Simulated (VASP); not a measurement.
# CaMn2Bi2: how cutoff and mesh change the moments, part 2 of 2

How far do the magnetic moments of CaMn2Bi2 depend on cutoff and mesh? The starting structure is a computed structure from the Materials Project. The reference starts from ferromagnetic moments.

VASP 6.6.1.

Results so far: reference 4.12 μB on Mn; a 4×4×2 mesh 4.08 μB on Mn.

## 4. Run with a 10×10×6 mesh (continued)

Level of this step: PBEsol, spin-polarised from a ferromagnetic start; plane waves and PAW (Bi_d, Mn_pv, Ca_sv) (VASP).

From OUTCAR (step 4):

```text
  Total       -2.3856058     -2.3856058     -2.2311617      0.0000000     -0.0000000      0.0000000
  in kB      -26.6798919    -26.6798919    -24.9526361      0.0000000     -0.0000000      0.0000000
  external PRESSURE =     -26.1041400 kB  Pullay stress =       0.0000000 kB

 POSITION                                       TOTAL-FORCE (eV/Angst)
 -----------------------------------------------------------------------------------
     -0.00000      2.67104      5.80580        -0.000000      0.000000     -0.138641
      2.31319      1.33552      1.92299         0.000000     -0.000000      0.138641
     -0.00000      2.67104      2.93126         0.000000     -0.000000      0.024995
      2.31319      1.33552      4.79753        -0.000000      0.000000     -0.024995
      0.00000      0.00000      0.00000         0.000000      0.000000     -0.000000
 -----------------------------------------------------------------------------------
    total drift:                               -0.000000      0.000000     -0.000000

  FREE ENERGIE OF THE ION-ELECTRON SYSTEM (eV)
  ---------------------------------------------------
  free  energy   TOTEN  =       -29.4556432852 eV

  energy  without entropy=      -29.4629089693  energy(sigma->0) =      -29.45806518

 magnetization (x)
# of ion       s       p       d       tot
------------------------------------------
    1        0.008  -0.037   0.015  -0.013
    2        0.008  -0.037   0.015  -0.013
    3        0.049   0.045   4.031   4.125
    4        0.049   0.045   4.031   4.125
    5        0.006   0.001   0.043   0.050
--------------------------------------------------
tot          0.119   0.018   8.135   8.272

[... 1 part as in an earlier step ...]

[... 2 further parts left out ...]
[key lines of the parts left out:]
E-fermi :   5.0610
```

A 10×10×6 mesh: the moments inside the Mn spheres have a mean size of 4.12 μB, and the cell carries 9.22 μB, with no gap.

## 5. Run with a cutoff of 550 eV

Against step 2 the input has ENCUT = 550.

Contents of INCAR:

```
SYSTEM = CaMn2Bi2
PREC = Accurate
ENCUT = 550
EDIFF = 1E-07
NELM = 200
ISMEAR = 1
SIGMA = 0.15
LREAL = .FALSE.
ALGO = Normal
GGA = PS
NBANDS = 49
ISPIN = 2
MAGMOM = 0 0 4.8 4.8 0
LASPH = .TRUE.
LMAXMIX = 4
LORBIT = 11
LWAVE = .FALSE.
LCHARG = .FALSE.
KPAR = 8
```

Contents of POSCAR:

```
CaMn2Bi2
1.0
    4.6263818529      0.0000000000      0.0000000000
   -2.3131909265      4.0065642123      0.0000000000
    0.0000000000      0.0000000000      7.7287920000
Bi Mn Ca
2 2 1
Direct
    0.3333333333      0.6666666667      0.7511910000
    0.6666666667      0.3333333333      0.2488090000
    0.3333333333      0.6666666667      0.3792650000
    0.6666666667      0.3333333333      0.6207350000
    0.0000000000      0.0000000000      0.0000000000
```

Contents of KPOINTS:

```
Automatic mesh
0
Gamma
8 8 4
0 0 0
```

PAW data sets: Bi_d, Mn_pv and Ca_sv (PBE family, release 64).

Started as:

```
$ mpirun -np 8 vasp_std
```

Output:

```text
[... set-up lines as in an earlier step ...]
 entering main loop
       N       E                     dE             d eps       ncg     rms          rms(c)
DAV:   1     0.812262790760E+03    0.81226E+03   -0.35552E+04  6876   0.161E+03
DAV:   2     0.453345313382E+02   -0.76693E+03   -0.74072E+03  6868   0.488E+02
DAV:   3    -0.278810817931E+02   -0.73216E+02   -0.71003E+02  7509   0.163E+02
DAV:   4    -0.316565017995E+02   -0.37754E+01   -0.37242E+01  9941   0.346E+01
[...]
DAV:  15    -0.294548963371E+02   -0.65431E-05   -0.13970E-05  9002   0.242E-02    0.969E-03
DAV:  16    -0.294548971261E+02   -0.78904E-06   -0.26740E-06  8061   0.966E-03    0.271E-03
DAV:  17    -0.294548970564E+02    0.69696E-07   -0.38931E-07  6683   0.414E-03
   1 F= -.29454897E+02 E0= -.29457077E+02  d E =0.653864E-02  mag=     9.1934
```

Wall time 1.7 min (8 MPI ranks of AMD EPYC 9R14 (Zen 4), shared host); peak memory 4.7 GiB; 13 min of CPU time.

Parts of OUTCAR (step 5):

```text
  Total       -2.1407694     -2.1407694     -2.1481379      0.0000000      0.0000000      0.0000000
  in kB      -23.9417153    -23.9417153    -24.0241228      0.0000000      0.0000000      0.0000000
  external PRESSURE =     -23.9691845 kB  Pullay stress =       0.0000000 kB

 POSITION                                       TOTAL-FORCE (eV/Angst)
 -----------------------------------------------------------------------------------
     -0.00000      2.67104      5.80580         0.000000     -0.000000     -0.150382
      2.31319      1.33552      1.92299        -0.000000      0.000000      0.150382
     -0.00000      2.67104      2.93126        -0.000000     -0.000000      0.021322
      2.31319      1.33552      4.79753         0.000000      0.000000     -0.021322
      0.00000      0.00000      0.00000        -0.000000      0.000000      0.000000
 -----------------------------------------------------------------------------------
    total drift:                                0.000000     -0.000000     -0.000000

  FREE ENERGIE OF THE ION-ELECTRON SYSTEM (eV)
  ---------------------------------------------------
  free  energy   TOTEN  =       -29.4548970564 eV

  energy  without entropy=      -29.4614356964  energy(sigma->0) =      -29.45707660

 magnetization (x)
# of ion       s       p       d       tot
------------------------------------------
    1        0.008  -0.038   0.015  -0.015
    2        0.008  -0.038   0.015  -0.015
    3        0.048   0.045   4.026   4.119
    4        0.048   0.045   4.026   4.119
    5        0.005   0.001   0.043   0.049
--------------------------------------------------
tot          0.117   0.014   8.124   8.255

[... 1 part as in an earlier step ...]

[... 2 further parts left out ...]
[key lines of the parts left out:]
E-fermi :   5.0669
```

A cutoff of 550 eV: the moments inside the Mn spheres have a mean size of 4.12 μB, and the cell carries 9.19 μB, with no gap.

## 6. The runs compared

```csv
run,mean size of the moment on Mn (μB),cell (μB),gap on the mesh (eV),core minutes
reference,4.12,9.19,none,8.0
a 4×4×2 mesh,4.08,9.0,none,2.13
a 10×10×6 mesh,4.12,9.22,none,13.5
a cutoff of 550 eV,4.12,9.19,none,13.6
```

Core minutes are wall time times ranks of the run shown, on a shared host.

## 7. What came out

```
mean size of the moment on Mn, reference          : 4.12 μB
mean size of the moment on Mn, a 4×4×2 mesh       : 4.08 μB
mean size of the moment on Mn, a 10×10×6 mesh     : 4.12 μB
mean size of the moment on Mn, a cutoff of 550 eV : 4.12 μB
```

In words: The Mn moment is 4.12 μB in the reference and moves most with a 4×4×2 mesh, by -0.044 μB. On finer settings it changes by +0.006 μB with a 10×10×6 mesh and +0.000 μB with a cutoff of 550 eV. The functional and the magnetic order aren't tested here. Another run with the same input but another start ends lower by 99 meV an atom, with moments of up to 4.0 μB that cancel in the cell; so the state that PBEsol gives here isn't the lowest. Further runs on this material are not shown.

[Lines on the potential files, build, host, timing and source positions are cut from VASP's logs without a mark.]

[Logs are printed without paths, hosts, clocks, repeated set-up lines and the standing remarks that a program may print on its own settings, such as how far it seeks lower states.]

[Hosts, paths, dates, database ids (printed as entryN), source tags and the programs' standing remarks are cut or masked in the printed files.]
